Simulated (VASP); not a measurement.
The input files of a VASP run:

### KPOINTS
```
Automatic mesh
0
G
 17 17 17
0 0 0
```

### POSCAR
```
Cu
1
    0.0000000000     1.8158492781     1.8158492781
    1.8158492781     0.0000000000     1.8158492781
    1.8158492781     1.8158492781     0.0000000000
Cu
1
Direct
  0.0000000000   1.0000000000   0.0000000000
```

### INCAR
```
SYSTEM = Cu
PREC = Accurate
ENCUT = 520
EDIFF = 1E-7
NELM = 100
ALGO = Normal
LREAL = .FALSE.
LASPH = .TRUE.
ISMEAR = 1
SIGMA = 0.1
GGA = PE
LMAXMIX = 4
LWAVE = .FALSE.
LCHARG = .FALSE.
ISIF = 2
```

POTCAR, in this order: Cu (PBE.64 set). Program: vasp_std.

Problem. Write an equivalent input for Ansatz.

Solution. One equivalent input (not run):
Ansatz 0.2 input:
```yaml
crystal:
  lattice:
    - [0.0000000, 1.8158493, 1.8158493]
    - [1.8158493, 0.0000000, 1.8158493]
    - [1.8158493, 1.8158493, 0.0000000]
  atoms:
    - { symbol: Cu, position: [0.0000000, 1.0000000, 0.0000000] }
kpoints:
  mp_grid: { grid: [17, 17, 17] }
hamiltonian:
  xc: pbe
  pseudopotentials: { kind: paw }
scf:
  occupations: { method: methfessel_paxton, width: 0.1 }
  max_iter: 100
output: { forces: true, stress: true, eigenvalues: true }
```
Limits of the translation: each code has its own PAW files, so the cut-off isn't converted (ENCUT is set for VASP's; basis.ecutwfc is left out, and Ansatz then takes the one that its files recommend); Ansatz stops its SCF on the density residual and VASP on the energy change (EDIFF).

The compound is Cu in the fcc structure. It was relaxed first.
